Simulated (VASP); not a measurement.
Level of theory: PBE GGA, VASP's PBE PAW potentials (set 64) (plane waves; VASP).

The input files of a VASP run:

INCAR:
```
SYSTEM = InPd
PREC = Accurate
ENCUT = 300
EDIFF = 1E-6
NELM = 100
ALGO = Normal
LREAL = .FALSE.
LASPH = .TRUE.
ISMEAR = 0
SIGMA = 0.2
GGA = PE
LMAXMIX = 4
LWAVE = .FALSE.
LCHARG = .FALSE.
ISIF = 2
```

File KPOINTS:
```
kpoints
0
Gamma
 13 13 13
```

**POSCAR**
```
InPd
1
    3.2980550000     0.0000000000     0.0000000000
    0.0000000000     3.2980550000     0.0000000000
    0.0000000000     0.0000000000     3.2980550000
In Pd
1 1
Direct
  0.0000000000   0.0000000000   0.0000000000
  0.5000000000   0.5000000000   0.5000000000
```

POTCAR, in this order: In_d Pd (PBE.64 set). Program: vasp_std.

Unless said otherwise, spin-orbit coupling is left out, though it shifts the bands of the heavy elements here.

Problem. Estimate the energy per atom (σ→0), band gap (on the k-mesh).

Solution. 
The energy per atom (σ→0) is -4.375 eV/atom. The band gap (on the k-mesh) comes out as none (metal, semimetal or under 0.01 eV).

**OSZICAR**
```
...
DAV:   6    -0.879833824241E+01    0.15748E+00   -0.38075E-01  2940   0.920E+00    0.293E+00
DAV:   7    -0.876507860802E+01    0.33260E-01   -0.70108E-02  3335   0.490E+00    0.129E+00
DAV:   8    -0.875837841825E+01    0.67002E-02   -0.20854E-02  2772   0.138E+00    0.356E-01
DAV:   9    -0.875765184055E+01    0.72658E-03   -0.18602E-03  3227   0.747E-01    0.529E-02
DAV:  10    -0.875765311216E+01   -0.12716E-05   -0.36389E-05  3346   0.934E-02    0.217E-02
DAV:  11    -0.875765412196E+01   -0.10098E-05   -0.45537E-06  2933   0.201E-02    0.252E-03
DAV:  12    -0.875765445207E+01   -0.33012E-06   -0.22707E-07  1645   0.512E-03
   1 F= -.87576545E+01 E0= -.87495455E+01  d E =-.162179E-01
```

The structure comes from a computed database's InPd entry; how it stands against other phases isn't given here. The cell was not relaxed at this level. The electron count is odd and the run is not spin-polarised, which forces a metal.
